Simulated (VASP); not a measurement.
Here is the system:

```
Te
1.0
    2.26050    -3.91531     0.00000
    2.26050     3.91531     0.00000
    0.00000     0.00000     5.78260
Te
3
Cartesian
  0.57574   0.99721   3.85507
  3.36954   0.00000   0.00000
  0.57574  -0.99721   1.92753
```

The numbers are results of r2SCAN meta-GGA, VASP's PBE PAW potentials (set 64) (plane waves; VASP), not measurements. Settings: 520 eV cut-off, 7×7×5 Γ-centred mesh, Gaussian smearing of 0.050 eV, potentials Te.

Task: The ions and cell shape at fixed volume are relaxed. Which structure does the run end with?

Result: 
```
Te
1.0
    2.23231    -3.86648     0.00000
    2.23231     3.86648     0.00000
    0.00000     0.00000     5.92958
Te
3
Cartesian
  2.82570  -2.83870   3.95306
  3.27785   0.00000   0.00000
  2.82570   2.83870   1.97653
```
Space group P3_121 (152), at a tolerance of 0.03 Å.

Task: How much energy does the relaxation gain?

Result: The energy (σ→0) changes by -14.6 meV/atom, in 5 ionic steps.

The compound is Te in the trig structure. This cell is one point of a volume scan, at 0.94 of the reference volume. Symmetry was kept, so distortions that lower it aren't found.
